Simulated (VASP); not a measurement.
Output of a VASP run:

**OUTCAR**
```
 ion  position               nearest neighbor table
   1  0.000  0.000  0.000-
  LATTYP: Found a body centered cubic cell.
 ALAT       =     6.0039446468
 Subroutine PRICEL returns:
 Original cell was already a primitive cell.
 Subroutine GETGRP returns: Found 48 space group operations
The static configuration has the point symmetry O_h .
The dynamic configuration has the point symmetry O_h .
 Subroutine INISYM returns: Found 48 space group operations
 Subroutine IBZKPT returns following result:
 Found     29 irreducible k-points:

 Following reciprocal coordinates:
            Coordinates               Weight
  0.000000  0.000000  0.000000      1.000000
  0.125000  0.000000  0.000000     12.000000
  0.250000  0.000000  0.000000     12.000000
  0.375000  0.000000  0.000000     12.000000
  0.500000  0.000000  0.000000      6.000000
  0.125000  0.125000  0.000000     24.000000
  0.250000  0.125000  0.000000     48.000000
  0.375000  0.125000  0.000000     48.000000
  0.250000  0.250000  0.000000     24.000000
  0.375000  0.250000  0.000000     24.000000
  0.125000  0.125000  0.125000      8.000000
  0.250000  0.125000  0.125000     24.000000
  0.375000  0.125000  0.125000     12.000000
 -0.125000  0.125000  0.125000      6.000000
  0.250000  0.250000  0.125000     24.000000
 -0.250000  0.250000  0.125000     24.000000
 -0.375000  0.375000  0.125000     24.000000
 -0.250000  0.375000  0.125000     24.000000
  0.500000  0.500000  0.125000     12.000000
 -0.375000  0.500000  0.125000     48.000000
 -0.375000 -0.375000  0.125000      8.000000
  0.250000  0.250000  0.250000      2.000000
 -0.250000  0.250000  0.250000      6.000000
 -0.375000  0.375000  0.250000     24.000000
  0.500000  0.500000  0.250000     12.000000
 -0.375000  0.500000  0.250000     24.000000
 -0.375000  0.375000  0.375000      6.000000
  0.500000  0.500000  0.375000     12.000000
  0.500000  0.500000  0.500000      1.000000
   k-points           NKPTS =     29   k-points in BZ     NKDIM =     29   number of bands    NBANDS=      8
   number of dos      NEDOS =    301   number of ions     NIONS =      1
   total plane-waves  NPLWV =  64000
   dimension x,y,z NGX =    40 NGY =   40 NGZ =   40
   dimension x,y,z NGXF=    80 NGYF=   80 NGZF=   80
   ions per type =               1
   PREC   = accura    normal or accurate (medium, high low for compatibility)
   ISTART =      0    job   : 0-new  1-cont  2-samecut
   ICHARG =      2    charge: 1-file 2-atom 10-const
   ISPIN  =      1    spin polarized calculation?
   LNONCOLLINEAR =      F non collinear calculations
   LSORBIT =      F    spin-orbit coupling
   INIWAV =      1    electr: 0-lowe 1-rand  2-diag
   ENCUT  =  480.0 eV  35.28 Ry    5.94 a.u.   9.29  9.29  9.29*2*pi/ulx,y,z
   NELM   =    100;   NELMIN=  2; NELMDL= -5     # of ELM steps
   EDIFF  = 0.1E-06   stopping-criterion for ELM
   LREAL  =      F    real-space projection
   NLSPLINE    = F    spline interpolate recip. space projectors
   LMAXMIX     =    4 max onsite mixed and CHGCAR
   VOSKOWN=      0    Vosko Wilk Nusair interpolation
   EDIFFG = -.1E-01   stopping-criterion for IOM
   NSW    =     40    number of steps for IOM
   NBLOCK =      1;   KBLOCK =     40    inner block; outer block
   IBRION =      2    ionic relax: 0-MD 1-quasi-New 2-CG
   NFREE  =      1    steps in history (QN), initial steepest desc. (CG)
   ISIF   =      3    stress and relaxation
   ISYM   =      2    0-nonsym 1-usesym 2-fastsym
   TEIN   =    0.0    initial temperature
   TEBEG  =    0.0;   TEEND  =   0.0 temperature during run
   SMASS  =  -3.00    Nose mass-parameter (am)
   PSTRESS=  150.0 pullay stress
   NELECT =       9.0000    total number of electrons
   EFERMI =   0.00;   METHOD = LEGACY
   ISMEAR =     1;   SIGMA  =   0.10  broadening in eV -4-tet -1-fermi 0-gaus
   IALGO  =     38    algorithm
   LDIAG  =      T    sub-space diagonalisation (order eigenvalues)
...
```

OSZICAR:
```
...
DAV:   8     0.284417411046E-01   -0.11319E-06   -0.43570E-09   232   0.732E-04    0.257E-04
DAV:   9     0.284417001903E-01   -0.40914E-07   -0.11176E-09   232   0.386E-04
   4 F= 0.34274642E+01 E0= 0.34278775E+01  d E =-.576754E+01
       N       E                     dE             d eps       ncg     rms          rms(c)
DAV:   1    -0.191806893867E+01   -0.19465E+01   -0.53965E+01   464   0.530E+01    0.660E+00
DAV:   2    -0.514152786041E-01    0.18667E+01   -0.24773E+00   472   0.995E+00    0.305E+00
DAV:   3     0.475267002361E+00    0.52668E+00   -0.19179E+00   488   0.870E+00    0.716E-01
DAV:   4     0.478600275880E+00    0.33333E-02   -0.10441E-02   496   0.988E-01    0.306E-01
DAV:   5     0.478585253208E+00   -0.15023E-04   -0.14989E-03   496   0.297E-01    0.743E-02
DAV:   6     0.478620868736E+00    0.35616E-04   -0.43580E-05   504   0.608E-02    0.134E-02
DAV:   7     0.478622346886E+00    0.14782E-05   -0.16548E-06   552   0.111E-02    0.175E-03
DAV:   8     0.478622228521E+00   -0.11836E-06   -0.24281E-08   256   0.137E-03    0.160E-04
DAV:   9     0.478622210239E+00   -0.18282E-07   -0.12938E-09   232   0.324E-04
   5 F= 0.32451495E+01 E0= 0.32458049E+01  d E =-.594986E+01
       N       E                     dE             d eps       ncg     rms          rms(c)
DAV:   1     0.514753170731E+00    0.36131E-01   -0.12521E+00   464   0.767E+00    0.998E-01
DAV:   2     0.558209752230E+00    0.43457E-01   -0.58502E-02   464   0.161E+00    0.456E-01
DAV:   3     0.570416565145E+00    0.12207E-01   -0.44942E-02   480   0.135E+00    0.934E-02
DAV:   4     0.570463492827E+00    0.46928E-04   -0.14981E-04   488   0.123E-01    0.525E-02
DAV:   5     0.570464336907E+00    0.84408E-06   -0.40026E-05   472   0.486E-02    0.125E-02
DAV:   6     0.570464409246E+00    0.72339E-07   -0.76144E-07   560   0.738E-03
   6 F= 0.32480973E+01 E0= 0.32483172E+01  d E =-.594691E+01
       N       E                     dE             d eps       ncg     rms          rms(c)
DAV:   1     0.360050644799E+00   -0.21041E+00   -0.20361E+00   464   0.949E+00    0.130E+00
DAV:   2     0.434086096032E+00    0.74035E-01   -0.10214E-01   464   0.215E+00    0.578E-01
DAV:   3     0.453881228519E+00    0.19795E-01   -0.72626E-02   480   0.171E+00    0.109E-01
DAV:   4     0.453934909003E+00    0.53680E-04   -0.19978E-04   488   0.145E-01    0.703E-02
DAV:   5     0.453946108330E+00    0.11199E-04   -0.78096E-05   480   0.650E-02    0.175E-02
DAV:   6     0.453944422470E+00   -0.16859E-05   -0.19975E-06   576   0.124E-02    0.367E-03
DAV:   7     0.453943975064E+00   -0.44741E-06   -0.34008E-08   288   0.255E-03    0.559E-04
DAV:   8     0.453944042049E+00    0.66985E-07   -0.31164E-09   232   0.501E-04
   7 F= 0.32468466E+01 E0= 0.32477227E+01  d E =-.125069E-02
       N       E                     dE             d eps       ncg     rms          rms(c)
DAV:   1     0.485204946413E+00    0.31261E-01   -0.43105E-01   464   0.449E+00    0.588E-01
DAV:   2     0.500410463224E+00    0.15206E-01   -0.20683E-02   464   0.959E-01    0.268E-01
DAV:   3     0.504650087757E+00    0.42396E-02   -0.15676E-02   480   0.796E-01    0.542E-02
DAV:   4     0.504665267477E+00    0.15180E-04   -0.52241E-05   488   0.732E-02    0.307E-02
DAV:   5     0.504664298213E+00   -0.96926E-06   -0.13848E-05   472   0.286E-02    0.744E-03
DAV:   6     0.504664378656E+00    0.80442E-07   -0.27751E-07   528   0.442E-03
   8 F= 0.32445567E+01 E0= 0.32450932E+01  d E =-.354055E-02
```

File OUTCAR:
```
------------------------ aborting loop because EDIFF is reached ----------------------------------------
  FORCE on cell =-STRESS in cart. coord.  units (eV):
  Direction    XX          YY          ZZ          XY          YZ          ZX
  --------------------------------------------------------------------------------------
  Total        2.7407756      2.7407756      2.7407756      0.0000000      0.0000000      0.0000000
  in kB      150.0483540    150.0483540    150.0483540      0.0000000      0.0000000      0.0000000
  external PRESSURE =       0.0483540 kB  Pullay stress =     150.0000000 kB
  volume of cell :       29.27
      direct lattice vectors                 reciprocal lattice vectors
    -1.941322155  1.941322155  1.941322155     0.000000000  0.257556428  0.257556428
     1.941322155 -1.941322155  1.941322155     0.257556428  0.000000000  0.257556428
     1.941322155  1.941322155 -1.941322155     0.257556428  0.257556428  0.000000000
 POSITION                                       TOTAL-FORCE (eV/Angst)
 -----------------------------------------------------------------------------------
      3.88264      0.00000      0.00000        -0.000000      0.000000     -0.000000
 -----------------------------------------------------------------------------------
    total drift:                                0.000000     -0.000000     -0.000000
  FREE ENERGIE OF THE ION-ELECTRON SYSTEM (eV)
  ---------------------------------------------------
  free  energy   TOTEN  =         0.5046643787 eV

  energy  without entropy=        0.5062737140  energy(sigma->0) =        0.50520082
  enthalpy is  TOTEN    =         3.2445567320 eV   P V=        2.7398923533

 reached required accuracy - stopping structural energy minimisation
```
(Selected blocks of OUTCAR.)

File POSCAR:
```
Cs
1
   -3.0019723234     3.0019723234     3.0019723234
    3.0019723234    -3.0019723234     3.0019723234
    3.0019723234     3.0019723234    -3.0019723234
Cs
1
Direct
  0.0000000000   0.0000000000   0.0000000000
```

Reconstruct the remaining input files.

Several could match; the one computed here: the input of the run itself, PBEsol GGA, plane waves, VASP's PBE PAW potentials (set 64).

**KPOINTS**
```
Automatic mesh
0
Gamma
8 8 8
0 0 0
```

INCAR:
```
# general
SYSTEM =Cs
PREC   =Accurate
ENCUT  =480   # plane-wave cut-off (eV)
LREAL  =.False.   # projection in real space or not
LASPH  =.True.

# electronic loop
EDIFF  =1E-7
NELM   =100
ALGO   =Normal
LMAXMIX=4   # l cut-off of mixed one-centre charges

# smearing
ISMEAR =1
SIGMA  =0.1   # width (eV)

# functional
GGA    =PS

# ions
IBRION =2   # conjugate gradients
NSW    =40
ISIF   =3   # ions, shape and volume
EDIFFG =-0.01
PSTRESS=150

# output
LWAVE  =.False.
LCHARG =.False.
```

POTCAR, in this order: Cs_sv (PBE.64 set). Program: vasp_std.

Energy and stress use the plane-wave basis of the starting cell.

The compound is Cs in the bcc structure. This run relaxes it under an external pressure of 15 GPa. Symmetry was kept, so distortions that lower it aren't found.
